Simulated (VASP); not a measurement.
All values below come from LDA (Ceperley-Alder, Perdew-Zunger), VASP's LDA PAW potentials (set 64) (plane waves; VASP).

VASP ran on this input.

File POSCAR:
```
Pb
1
    0.0000000000     2.4400193453     2.4400193453
    2.4400193453     0.0000000000     2.4400193453
    2.4400193453     2.4400193453    -0.0000000000
Pb
1
Direct
  0.0000000000   0.0000000000   0.0000000000
```

### KPOINTS
```
K-points
0
Gamma
12 12 12
0 0 0
```

INCAR:
```
! general
SYSTEM =Pb
PREC   =Accurate
ENCUT  =400
LREAL  =.False.
LASPH  =.True.

! electronic loop
EDIFF  =1E-6
NELM   =100
ALGO   =Normal
LMAXMIX=4

! smearing
ISMEAR =1
SIGMA  =0.1

! ions
IBRION =2
NSW    =60
ISIF   =3
EDIFFG =-0.01

! output
LWAVE  =.False.
LCHARG =.False.
```

POTCAR, in this order: Pb_d (LDA.64 set). Program: vasp_std.

The resulting files:

File OSZICAR:
```
       N       E                     dE             d eps       ncg     rms          rms(c)
DAV:   1     0.956789951624E+02    0.95679E+02   -0.63119E+03  1604   0.125E+03
DAV:   2    -0.266181740444E-01   -0.95706E+02   -0.93645E+02  1620   0.303E+02
DAV:   3    -0.415956320248E+01   -0.41329E+01   -0.41190E+01  1862   0.762E+01
DAV:   4    -0.424867088218E+01   -0.89108E-01   -0.89078E-01  1911   0.120E+01
DAV:   5    -0.425261051779E+01   -0.39396E-02   -0.39393E-02  2050   0.221E+00    0.589E-01
DAV:   6    -0.423992511032E+01    0.12685E-01   -0.17795E-02  1938   0.263E+00    0.278E-01
DAV:   7    -0.423647339080E+01    0.34517E-02   -0.70124E-03  1875   0.152E+00    0.814E-02
DAV:   8    -0.423618621541E+01    0.28718E-03   -0.29898E-04  2173   0.362E-01    0.803E-03
DAV:   9    -0.423618516104E+01    0.10544E-05   -0.70956E-06  1902   0.508E-02    0.358E-03
DAV:  10    -0.423618527724E+01   -0.11621E-06   -0.23352E-07  1032   0.544E-03
   1 F= -.42361853E+01 E0= -.42356277E+01  d E =-.423619E+01
       N       E                     dE             d eps       ncg     rms          rms(c)
DAV:   1    -0.424412228516E+01   -0.79371E-02   -0.23256E-01  1851   0.110E+01    0.458E-01
DAV:   2    -0.423724971600E+01    0.68726E-02   -0.13763E-02  1839   0.261E+00    0.159E-01
DAV:   3    -0.423630769697E+01    0.94202E-03   -0.38126E-03  1998   0.132E+00    0.131E-02
DAV:   4    -0.423630677671E+01    0.92026E-06   -0.43185E-05  1656   0.744E-02    0.725E-03
DAV:   5    -0.423631014112E+01   -0.33644E-05   -0.24134E-05  1659   0.458E-02    0.389E-03
DAV:   6    -0.423630920979E+01    0.93133E-06   -0.19350E-06  1767   0.257E-02
   2 F= -.42363092E+01 E0= -.42357800E+01  d E =-.123933E-03
       N       E                     dE             d eps       ncg     rms          rms(c)
DAV:   1    -0.423658264746E+01   -0.27251E-03   -0.78768E-03  1851   0.201E+00    0.845E-02
DAV:   2    -0.423634830068E+01    0.23435E-03   -0.46909E-04  1833   0.485E-01    0.292E-02
DAV:   3    -0.423631654774E+01    0.31753E-04   -0.12805E-04  1990   0.243E-01    0.239E-03
DAV:   4    -0.423631652759E+01    0.20147E-07   -0.14317E-06  1545   0.133E-02
   3 F= -.42363165E+01 E0= -.42357810E+01  d E =-.131250E-03
```

OUTCAR:
```
------------------------ aborting loop because EDIFF is reached ----------------------------------------
  FORCE on cell =-STRESS in cart. coord.  units (eV):
  Direction    XX          YY          ZZ          XY          YZ          ZX
  --------------------------------------------------------------------------------------
  Total       -0.0092776     -0.0092776     -0.0092776      0.0000000      0.0000000      0.0000000
  in kB       -0.5088062     -0.5088062     -0.5088062      0.0000000      0.0000000      0.0000000
  external PRESSURE =      -0.5088062 kB  Pullay stress =       0.0000000 kB
  volume of cell :       29.21
      direct lattice vectors                 reciprocal lattice vectors
     0.000000000  2.444487078  2.444487078    -0.204541887  0.204541887  0.204541887
     2.444487078 -0.000000000  2.444487078     0.204541887 -0.204541887  0.204541887
     2.444487078  2.444487078  0.000000000     0.204541887  0.204541887 -0.204541887
 POSITION                                       TOTAL-FORCE (eV/Angst)
 -----------------------------------------------------------------------------------
      0.00000      0.00000      0.00000        -0.000000     -0.000000     -0.000000
 -----------------------------------------------------------------------------------
    total drift:                               -0.000000     -0.000000     -0.000000
  FREE ENERGIE OF THE ION-ELECTRON SYSTEM (eV)
  ---------------------------------------------------
  free  energy   TOTEN  =        -4.2363165276 eV

  energy  without entropy=       -4.2347099893  energy(sigma->0) =       -4.23578101

 reached required accuracy - stopping structural energy minimisation
```
(Selected blocks of OUTCAR.)

### CONTCAR
```
Pb
   1.00000000000000
     0.0000000000000000    2.4444870779213557    2.4444870779213557
     2.4444870779213557   -0.0000000000000000    2.4444870779213557
     2.4444870779213557    2.4444870779213557    0.0000000000000000
  Pb
     1
Direct
     0.0000000000000000    0.0000000000000000    0.0000000000000000
```

The compound is Pb in the fcc structure. This run relaxes it. Symmetry was kept, so distortions that lower it aren't found. The start is the result of an earlier pass.
